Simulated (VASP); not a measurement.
OSZICAR of a VASP run on Zn36HO35:

OSZICAR:
```
...
DAV:   4    -0.361166445352E+03   -0.33423E+03   -0.32759E+03  1702   0.114E+02
DAV:   5    -0.373063806797E+03   -0.11897E+02   -0.11809E+02  1712   0.211E+01    0.597E+01
RMM:   6    -0.314940825762E+03    0.58123E+02   -0.21117E+02  1544   0.217E+01    0.439E+01
RMM:   7    -0.315872965800E+03   -0.93214E+00   -0.30921E+01  1544   0.121E+01    0.177E+01
RMM:   8    -0.315377798290E+03    0.49517E+00   -0.50620E+00  1544   0.445E+00    0.118E+01
RMM:   9    -0.315352915208E+03    0.24883E-01   -0.18416E+00  1544   0.344E+00    0.158E+00
RMM:  10    -0.315330089573E+03    0.22826E-01   -0.59593E-01  1573   0.105E+00    0.783E-01
RMM:  11    -0.315342003872E+03   -0.11914E-01   -0.13364E-01  1608   0.547E-01    0.340E-01
RMM:  12    -0.315346963784E+03   -0.49599E-02   -0.22387E-02  1607   0.248E-01    0.374E-01
RMM:  13    -0.315347051377E+03   -0.87593E-04   -0.55032E-03  1621   0.122E-01    0.193E-01
RMM:  14    -0.315346341602E+03    0.70978E-03   -0.36165E-03  1545   0.794E-02    0.642E-02
RMM:  15    -0.315346416261E+03   -0.74659E-04   -0.73798E-04  1558   0.403E-02    0.152E-02
RMM:  16    -0.315346435979E+03   -0.19718E-04   -0.15233E-04  1251   0.157E-02    0.975E-03
RMM:  17    -0.315346439653E+03   -0.36739E-05   -0.22218E-05  1001   0.827E-03
   1 F= -.31534644E+03 E0= -.31534644E+03  d E =-.315346E+03  mag=     1.0000
       N       E                     dE             d eps       ncg     rms          rms(c)
DAV:   1    -0.315339407459E+03    0.70285E-02   -0.95015E+01  1712   0.183E+01    0.204E+00
RMM:   2    -0.315555518328E+03   -0.21611E+00   -0.25229E+00  1544   0.319E+00    0.167E+00
RMM:   3    -0.315560949099E+03   -0.54308E-02   -0.28266E-01  1544   0.113E+00    0.844E-01
RMM:   4    -0.315555847916E+03    0.51012E-02   -0.35893E-02  1609   0.421E-01    0.653E-01
RMM:   5    -0.315552947091E+03    0.29008E-02   -0.13585E-02  1544   0.219E-01    0.189E-01
RMM:   6    -0.315553025006E+03   -0.77915E-04   -0.34549E-03  1547   0.106E-01    0.132E-01
RMM:   7    -0.315552921506E+03    0.10350E-03   -0.87325E-04  1566   0.581E-02    0.452E-02
RMM:   8    -0.315552938766E+03   -0.17260E-04   -0.29473E-04  1591   0.271E-02    0.254E-02
RMM:   9    -0.315552936052E+03    0.27143E-05   -0.51244E-05  1129   0.126E-02
   2 F= -.31555294E+03 E0= -.31555294E+03  d E =-.206496E+00  mag=     1.0000
       N       E                     dE             d eps       ncg     rms          rms(c)
DAV:   1    -0.315552800635E+03    0.13813E-03   -0.76114E-01  1696   0.165E+00    0.186E-01
RMM:   2    -0.315554448971E+03   -0.16483E-02   -0.19367E-02  1544   0.283E-01    0.157E-01
RMM:   3    -0.315554474016E+03   -0.25045E-04   -0.20748E-03  1544   0.985E-02    0.794E-02
RMM:   4    -0.315554427823E+03    0.46193E-04   -0.26019E-04  1538   0.347E-02    0.584E-02
RMM:   5    -0.315554406271E+03    0.21552E-04   -0.10686E-04  1383   0.190E-02    0.148E-02
RMM:   6    -0.315554406959E+03   -0.68753E-06   -0.21114E-05  1010   0.911E-03
   3 F= -.31555441E+03 E0= -.31555441E+03  d E =-.207967E+00  mag=     1.0000
       N       E                     dE             d eps       ncg     rms          rms(c)
DAV:   1    -0.315559121863E+03   -0.47156E-02   -0.57374E+00  1648   0.452E+00    0.427E-01
RMM:   2    -0.315569393678E+03   -0.10272E-01   -0.11201E-01  1544   0.712E-01    0.305E-01
RMM:   3    -0.315570008781E+03   -0.61510E-03   -0.13650E-02  1544   0.253E-01    0.150E-01
RMM:   4    -0.315569956044E+03    0.52737E-04   -0.16787E-03  1575   0.957E-02    0.115E-01
RMM:   5    -0.315569900045E+03    0.56000E-04   -0.45484E-04  1544   0.482E-02    0.415E-02
RMM:   6    -0.315569910606E+03   -0.10562E-04   -0.14120E-04  1438   0.205E-02    0.225E-02
RMM:   7    -0.315569908208E+03    0.23987E-05   -0.30593E-05  1038   0.992E-03
   4 F= -.31556991E+03 E0= -.31556991E+03  d E =-.155012E-01  mag=     1.0000
       N       E                     dE             d eps       ncg     rms          rms(c)
DAV:   1    -0.315568122228E+03    0.17884E-02   -0.27001E+00  1648   0.310E+00    0.291E-01
RMM:   2    -0.315573011301E+03   -0.48891E-02   -0.53186E-02  1544   0.491E-01    0.210E-01
RMM:   3    -0.315573300204E+03   -0.28890E-03   -0.64845E-03  1544   0.174E-01    0.105E-01
RMM:   4    -0.315573272275E+03    0.27930E-04   -0.80098E-04  1577   0.660E-02    0.802E-02
RMM:   5    -0.315573244747E+03    0.27527E-04   -0.22006E-04  1505   0.334E-02    0.293E-02
RMM:   6    -0.315573250156E+03   -0.54086E-05   -0.68550E-05  1296   0.142E-02
   5 F= -.31557325E+03 E0= -.31557325E+03  d E =-.188432E-01  mag=     1.0000
       N       E                     dE             d eps       ncg     rms          rms(c)
DAV:   1    -0.315574333628E+03   -0.10889E-02   -0.22543E+00  1616   0.281E+00    0.238E-01
RMM:   2    -0.315578102651E+03   -0.37690E-02   -0.40765E-02  1544   0.408E-01    0.156E-01
RMM:   3    -0.315578330748E+03   -0.22810E-03   -0.50481E-03  1544   0.149E-01    0.838E-02
RMM:   4    -0.315578308774E+03    0.21974E-04   -0.56332E-04  1542   0.561E-02    0.591E-02
RMM:   5    -0.315578284704E+03    0.24070E-04   -0.15021E-04  1471   0.287E-02    0.256E-02
RMM:   6    -0.315578288057E+03   -0.33523E-05   -0.50728E-05  1197   0.126E-02
   6 F= -.31557829E+03 E0= -.31557829E+03  d E =-.503790E-02  mag=     1.0000
       N       E                     dE             d eps       ncg     rms          rms(c)
DAV:   1    -0.315567810476E+03    0.10474E-01   -0.67031E+00  1580   0.485E+00    0.414E-01
RMM:   2    -0.315579064465E+03   -0.11254E-01   -0.12170E-01  1544   0.704E-01    0.272E-01
RMM:   3    -0.315579747529E+03   -0.68306E-03   -0.15073E-02  1544   0.257E-01    0.146E-01
RMM:   4    -0.315579682909E+03    0.64619E-04   -0.16845E-03  1548   0.974E-02    0.103E-01
RMM:   5    -0.315579611501E+03    0.71408E-04   -0.45086E-04  1541   0.498E-02    0.440E-02
RMM:   6    -0.315579621275E+03   -0.97740E-05   -0.15037E-04  1436   0.217E-02    0.238E-02
RMM:   7    -0.315579616707E+03    0.45678E-05   -0.26695E-05  1018   0.101E-02
   7 F= -.31557962E+03 E0= -.31557962E+03  d E =-.636655E-02  mag=     1.0000
       N       E                     dE             d eps       ncg     rms          rms(c)
DAV:   1    -0.315578682297E+03    0.93898E-03   -0.91275E-01  1616   0.179E+00    0.154E-01
RMM:   2    -0.315580157688E+03   -0.14754E-02   -0.16026E-02  1544   0.255E-01    0.998E-02
RMM:   3    -0.315580248685E+03   -0.90997E-04   -0.19831E-03  1542   0.927E-02    0.509E-02
RMM:   4    -0.315580240991E+03    0.76937E-05   -0.20884E-04  1496   0.337E-02    0.363E-02
RMM:   5    -0.315580232025E+03    0.89657E-05   -0.55908E-05  1265   0.176E-02
   8 F= -.31558023E+03 E0= -.31558023E+03  d E =-.698187E-02  mag=     1.0000
       N       E                     dE             d eps       ncg     rms          rms(c)
DAV:   1    -0.315580436381E+03   -0.19539E-03   -0.26952E+00  1632   0.303E+00    0.207E-01
RMM:   2    -0.315583161834E+03   -0.27255E-02   -0.30673E-02  1544   0.373E-01    0.144E-01
RMM:   3    -0.315583291486E+03   -0.12965E-03   -0.37935E-03  1544   0.134E-01    0.786E-02
RMM:   4    -0.315583261428E+03    0.30058E-04   -0.48521E-04  1547   0.528E-02    0.572E-02
RMM:   5    -0.315583239682E+03    0.21745E-04   -0.14673E-04  1452   0.266E-02    0.175E-02
RMM:   6    -0.315583242236E+03   -0.25541E-05   -0.40677E-05  1149   0.111E-02
   9 F= -.31558324E+03 E0= -.31558324E+03  d E =-.301021E-02  mag=     1.0000
       N       E                     dE             d eps       ncg     rms          rms(c)
DAV:   1    -0.315582808479E+03    0.43120E-03   -0.74491E-01  1680   0.159E+00    0.112E-01
RMM:   2    -0.315583579100E+03   -0.77062E-03   -0.86387E-03  1544   0.198E-01    0.762E-02
RMM:   3    -0.315583618373E+03   -0.39273E-04   -0.10769E-03  1544   0.712E-02    0.414E-02
RMM:   4    -0.315583611686E+03    0.66876E-05   -0.14101E-04  1479   0.284E-02    0.296E-02
RMM:   5    -0.315583606328E+03    0.53579E-05   -0.40762E-05  1169   0.142E-02
  10 F= -.31558361E+03 E0= -.31558361E+03  d E =-.337430E-02  mag=     1.0000
       N       E                     dE             d eps       ncg     rms          rms(c)
DAV:   1    -0.315583072731E+03    0.53895E-03   -0.96911E-01  1584   0.186E+00    0.153E-01
RMM:   2    -0.315584617709E+03   -0.15450E-02   -0.16805E-02  1544   0.269E-01    0.968E-02
RMM:   3    -0.315584712873E+03   -0.95164E-04   -0.21035E-03  1544   0.973E-02    0.514E-02
RMM:   4    -0.315584706789E+03    0.60838E-05   -0.25140E-04  1529   0.367E-02    0.384E-02
RMM:   5    -0.315584697319E+03    0.94696E-05   -0.68806E-05  1326   0.187E-02
  11 F= -.31558470E+03 E0= -.31558470E+03  d E =-.109099E-02  mag=     1.0000
       N       E                     dE             d eps       ncg     rms          rms(c)
DAV:   1    -0.315584384445E+03    0.32234E-03   -0.25246E-01  1664   0.946E-01    0.817E-02
RMM:   2    -0.315584783405E+03   -0.39896E-03   -0.43601E-03  1544   0.137E-01    0.531E-02
RMM:   3    -0.315584809346E+03   -0.25941E-04   -0.55070E-04  1534   0.497E-02    0.265E-02
RMM:   4    -0.315584808594E+03    0.75225E-06   -0.68513E-05  1332   0.190E-02
  12 F= -.31558481E+03 E0= -.31558481E+03  d E =-.120227E-02  mag=     1.0000
       N       E                     dE             d eps       ncg     rms          rms(c)
DAV:   1    -0.315584300154E+03    0.50919E-03   -0.94184E-01  1608   0.183E+00    0.141E-01
RMM:   2    -0.315585611512E+03   -0.13114E-02   -0.14101E-02  1544   0.252E-01    0.971E-02
RMM:   3    -0.315585691238E+03   -0.79726E-04   -0.17706E-03  1544   0.927E-02    0.499E-02
RMM:   4    -0.315585686462E+03    0.47755E-05   -0.21705E-04  1519   0.358E-02    0.400E-02
RMM:   5    -0.315585678044E+03    0.84182E-05   -0.58700E-05  1331   0.175E-02
  13 F= -.31558568E+03 E0= -.31558568E+03  d E =-.869450E-03  mag=     1.0000
```

Which electronic solver shows in the log?

It is blocked Davidson (ALGO = Normal, or the opening steps of other solvers) and then RMM-DIIS (ALGO = Fast or VeryFast). The INCAR had ALGO = Fast.

How was spin treated?

Collinear spin (ISPIN = 2): the summary line carries one mag value, 1.00 μB in the cell.

Can the final energy be trusted as converged?

The calculation finished and met its thresholds. It stopped with EDIFF = 1E-5, NELM = 100, NSW = 60 and EDIFFG = -0.03 after 13 ionic steps (PBE GGA, plane waves, VASP's PBE PAW potentials (set 64)).  The supercell is sampled at Γ alone, which is coarse: total energies, pressure and levels can be off, energies of defects by several tenths of an eV.

The cell is a supercell with a defect, built from ZnO (wurtzite): H_O. The total moment is imposed (NUPDOWN), so this need not be the lowest spin state.
